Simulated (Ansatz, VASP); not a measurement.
## Ta4O in VASP and in Ansatz

```
Ta O
1.0
     3.25750    0.00000    0.00000
     0.00000    3.25750    0.00000
     0.00000    0.00000    7.40934
Ta O
4 1
Direct
  0.00000 0.00000 0.50000
  0.50000 0.50000 0.78316
  0.50000 0.50000 0.21684
  0.00000 0.00000 0.00000
  0.50000 0.50000 0.50000
```

Alike in both runs: task single point; functional PBE; k mesh 6 × 6 × 3; occupations gaussian, width 0.4 eV; no spin polarisation.

|  | VASP | Ansatz |
| --- | --- | --- |
| version | VASP 6.6.1 | Ansatz 0.2.0 |
| potentials or method | VASP PAW PBE potentials, release 64 (Ta_pv, O) | scalar-relativistic, plane waves, PAW |
| plane-wave cutoff (eV) | 520 | 420 |
| valence electrons in the cell | 50 | 58 |

|  | VASP | Ansatz | Ansatz less VASP |
| --- | --- | --- | --- |
| gap on the k mesh at the Fermi level (eV) | none | none | - |
| pressure (GPa) | -0.2 | -0.4 | -0.24 |
| largest component of the traceless stress (GPa) | 0.16 | 0.28 | +0.122 |
| rms of the force components (eV/Å) | 0.003 | 0.016 | +0.0126 |

Atom by atom the forces differ by 0.013 eV/Å (rms over components). A gap of «none» marks a metal or a gap that the smearing closes. With one functional, cell and mesh, what is left measures potentials, basis and numerics. The two sets of potentials don't hold the same shells in valence.

The runs have no spin-orbit coupling, so splittings on Ta are missing.
